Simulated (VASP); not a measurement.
Shape and ions are relaxed at each volume.

Energy against volume of MgF2 (rutile). These are AM05 GGA, VASP's PBE PAW potentials (set 64) (plane waves; VASP) values and carry that method's errors.

```tsv
V (Å³/atom)	E (eV/atom)
10.376	-5.26940
10.707	-5.28063
11.038	-5.28476
11.369	-5.28295
11.700	-5.27604
```

Task: Fit a third-order Birch-Murnaghan equation of state.

Result: 
```
Property                                        Result
---------------------------------------  -------------
volume per atom                          11.09 Å³/atom
bulk modulus                                  94.0 GPa
pressure derivative of the bulk modulus           4.56
```

The compound is MgF2 in the rutile structure. It was relaxed first.
